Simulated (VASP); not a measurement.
Runs of VASP 6.6.1 on PmTe. The structure is hexagonal, space group P-6m2 (No. 187). The conventional cell has a = 4.181 Å, b = 4.181 Å, c = 4.081 Å, α = 90.00°, β = 90.00°, γ = 120.00°. Pm (site symmetry -6m2) is surrounded by 6 Te at 3.16 Å. Around Te (site symmetry -6m2) lie 6 Pm at 3.16 Å. The cell comes from a database or a generator and needn't be the stable form of this composition.

```tsv
spin	U	fixed moment (μB)	gap on the mesh (eV)	pressure (GPa)	moment (μB)
collinear, ferromagnetic start	Pm f U = 5 eV	-	none	-0.4	4.79
collinear, random start	Pm f U = 5 eV	-	none	3.7	4.98
collinear, random start	Pm f U = 6 eV	-	none	-1.2	4.79
collinear, ferromagnetic start	Pm f U = 5 eV	1	-	-0.8	1.00
collinear, zero start	Pm f U = 6 eV	-	none	(b)	(a)
collinear, zero start	Pm f U = 5 eV	-	none	-2.2	0.60
collinear, ferromagnetic start	Pm f U = 6 eV	2	-	0.2	2.00
collinear, ferromagnetic start	Pm f U = 6 eV	-	none	-1.2	4.79
```

Alike in all rows: task single point; level LDA+U; potentials or basis VASP PAW PBE potentials, release 64 (Pm, Te); cell as given; k mesh 5 × 5 × 5; cutoff (eV) 520; smearing gaussian 0.05 eV.

Task: Fill in the values left out.

Result: (a) 1.09; (b) 3.9.

Caveats: the magnetic or orbital state may not be the lowest; the PAW data sets were made with another functional, which shifts forces and pressure a little; spin-orbit coupling is left out, which moves the levels of the heavy elements; the U is typed as a test and isn't derived for this compound; the moment is held away from its start (some runs); the total moment is fixed, so each spin has its own Fermi level (some runs).

A k mesh can miss the band edges, and the runs leave out spin-orbit coupling on Pm, Te.

A gap of «none» marks a metal or a gap under the smearing width.

Runs at the PBE level aren't shown here.
